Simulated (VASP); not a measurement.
Given:

```yaml
crystal:
  lattice:
    - [1.20779, -2.09195, 0.00000]
    - [1.20779, 2.09195, 0.00000]
    - [0.00000, 0.00000, 3.90250]
  atoms:
    - { symbol: Co, position: [0.33333, 0.66667, 0.25000], spin: 1.6 }
    - { symbol: Co, position: [0.66667, 0.33333, 0.75000], spin: 1.6 }
```

These are PBE GGA, VASP's PBE PAW potentials (set 64) (plane waves; VASP) values and carry that method's errors. Run with 480 eV cut-off, 16×16×8 Γ-centred mesh, first-order Methfessel-Paxton smearing of 0.10 eV, potentials Co.

Problem. Give the stress tensor in GPa (positive for a compressed cell).

Solution. 
```
24.82   0.00   0.00
 0.00  24.82   0.00
 0.00   0.00  24.61
```
The pressure is its mean diagonal, 24.75 GPa.

The compound is Co in the hcp structure. This cell was strained or had an atom moved on purpose.
